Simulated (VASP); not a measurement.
Consider the following.

```xyz
2
Lattice="0.0000 2.8342 2.8342 2.8342 0.0000 2.8342 2.8342 2.8342 0.0000" Properties=species:S:1:pos:R:3 pbc="T T T"
Cd     0.0000     0.0000     0.0000
Te     1.4171     1.4171     1.4171
```

The numbers are results of PBEsol GGA, VASP's PBE PAW potentials (set 64) (plane waves; VASP), not measurements. Settings: 500 eV cut-off, 8×8×8 Γ-centred mesh, Gaussian smearing of 0.050 eV, potentials Cd Te.

Unless said otherwise, spin-orbit coupling is left out, though it shifts the bands of the heavy elements here.

Problem. Predict the energy per atom (σ→0), pressure, band gap (on the k-mesh) with the smallest direct gap where there is one.

Solution. 
```yaml
band gap (on the k-mesh): 1.28 eV
smallest direct gap (on the k-mesh): 1.86 eV
energy per atom (σ→0): -1.650 eV/atom
pressure: 45.09 GPa
```

Only differences to runs with the same potentials and settings are physical.

The structure was generated: CdTe was put into the zinc blende type (F-43m), which need not be its known phase. It was relaxed first under an external pressure of 45 GPa.
